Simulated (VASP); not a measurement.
An input for Ansatz (written as the equivalent of a VASP run, and not itself run):

Ansatz 0.2 input:
```yaml
crystal:
  lattice:
    - [1.4215855, -2.4622622, 0.0000000]
    - [1.4215855, 2.4622622, 0.0000000]
    - [0.0000000, 0.0000000, 4.8351557]
  atoms:
    - { symbol: Cd, position: [0.3333330, 0.6666670, 0.2500000] }
    - { symbol: Cd, position: [0.6666670, 0.3333330, 0.7500000] }
kpoints:
  mp_grid: { grid: [15, 15, 8] }
hamiltonian:
  xc: pbe
  pseudopotentials: { kind: paw }
scf:
  occupations: { method: methfessel_paxton, width: 0.1 }
  max_iter: 100
relax:
  max_steps: 40
  f_tol: 0.02
  cell: { p_target: 30 }
output: { forces: true, stress: true, eigenvalues: true }
```

Task: Translate this input to VASP (INCAR, KPOINTS, POSCAR, choice of POTCAR).

Result: One answer among several that fit: 
INCAR:
```
! general
SYSTEM  = Cd
PREC    = Accurate
ENCUT   = 500
LREAL   = F
LASPH   = T   ! aspherical one-centre terms

! electronic loop
EDIFF   = 1E-6   ! SCF stop (eV)
NELM    = 100   ! most electronic steps
ALGO    = Normal   ! blocked Davidson
LMAXMIX = 4

! smearing
ISMEAR  = 1
SIGMA   = 0.1   ! width (eV)

! functional
GGA     = PE

! ions
IBRION  = 2   ! conjugate gradients
NSW     = 40
ISIF    = 3
EDIFFG  = -0.02
PSTRESS = 300

! output
LWAVE   = F
LCHARG  = F
```

KPOINTS:
```
Automatic mesh
0
Gamma
15 15 8
0 0 0
```

### POSCAR
```
Cd
1
    1.4215854704    -2.4622622438     0.0000000000
    1.4215854704     2.4622622438     0.0000000000
   -0.0000000000    -0.0000000000     4.8351557017
Cd
2
Direct
  0.3333330000   0.6666670000   0.2500000000
  0.6666670000   0.3333330000   0.7500000000
```

POTCAR, in this order: Cd (PBE.64 set). Program: vasp_std.

What does not carry over: each code has its own PAW files, so the cut-off isn't converted (ENCUT is set for VASP's; basis.ecutwfc is left out, and Ansatz then takes the one that its files recommend); Ansatz stops its SCF on the density residual and VASP on the energy change (EDIFF).

The compound is Cd in the hcp structure. This run relaxes it under an external pressure of 30 GPa. Symmetry was kept, so distortions that lower it aren't found.
